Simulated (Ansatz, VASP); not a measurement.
# Ta2W (Ta2W in the C11b ordering): VASP beside Ansatz, part 2 of 2

Aim: how closely do two programs agree when they are given the same cell, functional and k mesh? The cell is generated by rule, not measured, and may not be a known phase. The cell is taken from a series of runs on this material, whose earlier steps may have relaxed, scaled, displaced or heated it; both programs get it as it stands.

VASP 6.6.1 and Ansatz 0.2.0.

So far: The structure; VASP: relaxation of cell and atoms, PBE; Ansatz: relaxation of cell and atoms, PBE; Comparison.

## (5) VASP: zone-centre phonons, PBE

Level of this step: PBE; plane waves and PAW (W, Ta_pv); invented cell (VASP).

Second derivatives magnify differences that forces hide, and they need a tight electronic threshold.

Input file INCAR:

```
SYSTEM = Ta2W
PREC = Accurate
ENCUT = 600
EDIFF = 1E-08
NELM = 120
ISMEAR = 1
SIGMA = 0.2
LREAL = .FALSE.
ALGO = Normal
GGA = PE
NBANDS = 20
LASPH = .TRUE.
LORBIT = 11
LWAVE = .FALSE.
LCHARG = .FALSE.
ISIF = 2
IBRION = 8
GGA_COMPAT = .FALSE.
KPAR = 2
```

Input file POSCAR:

```
Ta2W
1.0
    3.2590718521      0.0000000000      0.0000016654
    0.0000000000      3.2590718521      0.0000016654
    1.6295334051      1.6295334051      4.9332323980
W Ta
1 2
Direct
    0.0000000000      0.0000000000      0.0000000000
    0.6608035123      0.6608035123      0.6783929755
    0.3391964877      0.3391964877      0.3216070245
```

Input file KPOINTS:

```
Automatic mesh
0
Gamma
6 6 6
0 0 0
```

The projector-augmented-wave data sets are W and Ta_pv (PBE family, release 64).

On the command line:

```console
> mpirun -np 2 vasp_std
```

Numbers of over 12 decimals in the logs are rounded to 6 here.

Output:

```text
[... set-up lines as in an earlier step ...]
 entering main loop
       N       E                     dE             d eps       ncg     rms          rms(c)
DAV:   1     0.232541136406E+03    0.23254E+03   -0.16606E+04  1224   0.155E+03
DAV:   2    -0.282371638536E+02   -0.26078E+03   -0.25382E+03  1368   0.429E+02
DAV:   3    -0.382389490670E+02   -0.10002E+02   -0.94494E+01  1608   0.714E+01
DAV:   4    -0.384374330791E+02   -0.19848E+00   -0.19693E+00  1544   0.865E+00
[...]
DAV:  13    -0.368699803906E+02    0.14418E-05   -0.12445E-06  1636   0.869E-03    0.124E-03
DAV:  14    -0.368699803833E+02    0.72660E-08   -0.11735E-07  1460   0.274E-03    0.586E-04
DAV:  15    -0.368699803770E+02    0.63465E-08   -0.62843E-09   924   0.583E-04
   1 F= -.36869980E+02 E0= -.36872113E+02  d E =0.639856E-02
 Linear response reoptimize wavefunctions to high precision
DAV:   1    -0.368699803887E+02   -0.11701E-07   -0.12871E-09  1032   0.312E-04
DAV:   2    -0.368699803887E+02    0.31832E-11   -0.16819E-10   840   0.893E-05
 Linear response DOF=           4
 Linear response progress:
[...]
RMM:  19    -0.176740811496E+00    0.38739E-08   -0.24215E-07  5939   0.248E-04    0.229E-06
RMM:  20    -0.176740811628E+00   -0.13276E-09   -0.15651E-07  5407   0.243E-04    0.248E-06
RMM:  21    -0.176740815103E+00   -0.34741E-08   -0.73607E-08  5616   0.239E-04    0.216E-06
 first order change of Fermi-energy   0.18762E-03
 force on displaced ion       2 direction 1 :  -9.833   0.000  -0.015
 Linear response progress:
  Degree of freedom:   4/  4
       N       E                     dE             d eps       ncg     rms          rms(c)
RMM:   1    -0.172239334067E+00   -0.17224E+00    0.12575E+01  1260   0.266E+01
RMM:   2    -0.207663135350E+00   -0.35424E-01   -0.41245E-02  1900   0.164E+00    0.234E-01
RMM:   3    -0.207002801551E+00    0.66033E-03   -0.67477E-03  2125   0.446E-01    0.252E-01
RMM:   4    -0.206206470690E+00    0.79633E-03   -0.15003E-03  2194   0.208E-01    0.120E-01
[...]
RMM:  16    -0.205639045733E+00   -0.75623E-08   -0.18424E-07  2869   0.272E-04    0.176E-06
RMM:  17    -0.205639053644E+00   -0.79114E-08   -0.21075E-07  2817   0.255E-04    0.673E-07
RMM:  18    -0.205639058467E+00   -0.48227E-08   -0.55838E-08  2870   0.242E-04    0.671E-07
 first order change of Fermi-energy   0.50997E+00
 force on displaced ion       2 direction 3 :   0.000   0.000 -12.632
 Linear response finished
```

OUTCAR, selected parts (step 5):

```text
  Total       -0.2384421     -0.2384421      0.0575968      0.0000000     -0.0000002     -0.0000002
  in kB       -7.2907831     -7.2907831      1.7611242      0.0000000     -0.0000046     -0.0000046
  external PRESSURE =      -4.2734807 kB  Pullay stress =       0.0000000 kB

 POSITION                                       TOTAL-FORCE (eV/Angst)
 -----------------------------------------------------------------------------------
      0.00000      0.00000      0.00000         0.000000      0.000000      0.000000
      3.25907      3.25907      3.34667         0.000000      0.000000     -0.029421
      1.62954      1.62954      1.58656        -0.000000     -0.000000      0.029421
 -----------------------------------------------------------------------------------
    total drift:                                0.000000      0.000000      0.000000

[... 2 further parts left out ...]
```

## (6) Ansatz: zone-centre phonons, PBE

The same cell, functional, mesh and smearing now go to Ansatz, which takes its cutoff from its data sets.

The cell is taken from a series of runs on this material, whose earlier steps may have relaxed, scaled, displaced or heated it; both programs get it as it stands.

Input file input.yaml:

```yaml
crystal:
  lattice:
    - [3.2590718521, 0.0, 1.6654e-06]
    - [0.0, 3.2590718521, 1.6654e-06]
    - [1.6295334051, 1.6295334051, 4.933232398]
  atoms:
    - { symbol: W, position: [0.0, 0.0, 0.0] }
    - { symbol: Ta, position: [0.6608035123, 0.6608035123, 0.6783929755] }
    - { symbol: Ta, position: [0.3391964877, 0.3391964877, 0.3216070245] }
kpoints:
  mp_grid: { grid: [6, 6, 6] }
hamiltonian:
  xc: pbe
scf:
  occupations: { method: methfessel_paxton, width: 0.2 }
output:
  eigenvalues: true
phonons:
  method: dfpt
  qmesh: [2, 2, 2]
  temperatures: { t_max: 1000, t_step: 50 }
  qpath:
    path:
      - [[0.0, 0.0, 0.0], [0.5, 0.5, 0.5], [0.5, 0.5, 0.75], [0.5, 0.0, 0.5], [0.0, 0.0, 0.0], [0.0, 0.0, 0.5], [0.44544494, 0.0, 0.72272247]]
      - [[0.55455506, 0.0, 0.27727753], [0.0, 0.0, 0.0]]
      - [[0.5, 0.5, 0.5], [0.55455506, 0.44544494, 0.5]]
      - [[0.44544494, 0.44544494, 0.94544494], [0.0, 0.0, 0.5]]
    npoints: 10
```

On the command line:

```console
> ansatz run input.yaml --threads 4 --pin off --max-ram 8192MiB --backend cpu --events-out ev --progress --plain --runs-dir out
```

Output:

```text
[...]
largest difference from the sums on the solved wave vectors: F 8.01e-2 eV, S 1.12e-4 and C_V 3.23e-5 eV/K
  zero-point energy: 0.077990 eV/cell   skipped modes (ω ≤ 0): 3   left out of the sums: 5.95e-5 of the cell's modes: C_V's classical limit lies that fraction below 3 k_B per atom; for a crystal, a wire or a layer, F and S can be off by more, and a phonons.interpolated_qmesh denser along its periods is the remedy for the sampling
[key lines of the parts left out:]
SCF converged after 9 iterations
Free energy (F): -30249.558175 eV
Fermi energy:    19.359425 eV
```

## (7) Differences

What differs besides the data sets and the points named for the pairs above, as far as they apply: VASP's run holds the zone centre alone; the data sets hold 40 valence electrons in Ansatz (on its default PAW (the set named soft_2) files) and 28 in VASP. Total energies have different zeros and are not compared.

Both answers:

| quantity | Ansatz | VASP | difference |
| --- | --- | --- | --- |
| optical mode 1 to 2 (cm⁻¹) | 145.7 | 145.2 | +0.32 % |
| optical mode 3 to 4 (cm⁻¹) | 159.8 | 158.5 | +0.83 % |
| optical mode 5 (cm⁻¹) | 166.8 | 167.8 | -0.56 % |
| optical mode 6 (cm⁻¹) | 172.3 | 171.0 | +0.75 % |

Modes are paired by rising frequency, not by their patterns, so a pair may set unlike modes beside each other; they are those without the splitting of longitudinal modes.

## (8) Summary of results

| Item | Value |
| --- | --- |
| difference in volume (relaxation of cell and atoms, PBE) | 0.22 % |
| r.m.s. difference of the optical zone-centre modes, each program's sorted by frequency (zone-centre phonons, PBE) | 1.0 cm⁻¹ |
| difference in optical mode 3 to 4 (zone-centre phonons, PBE) | +0.8 % |

What this shows: The difference in volume is 0.22 % (relaxation of cell and atoms, PBE), within the 1.2 % picked in this series as the mark of a large difference, as far as the stopping tolerances let one tell. The data sets hold unlike numbers of valence electrons (40 in Ansatz and 28 in VASP), so part of the differences comes from the potentials. Among the rows given in per cent, the largest difference of the zone-centre phonons, PBE pair is in optical mode 3 to 4, +0.8 %. 1 further run of this series is not shown here. Such differences can come from data sets, numerical settings and the points named under the comparisons, not from the functional's error against experiment.

[Lines on the potential files, build, host, timing and source positions are cut from VASP's logs without a mark.]

[Logs are printed without paths, hosts, clocks, repeated set-up lines and the standing remarks that a program may print on its own settings, such as how far it seeks lower states.]

[Hosts, paths, dates, database ids (printed as entryN), source tags and the programs' standing remarks are cut or masked in the printed files.]
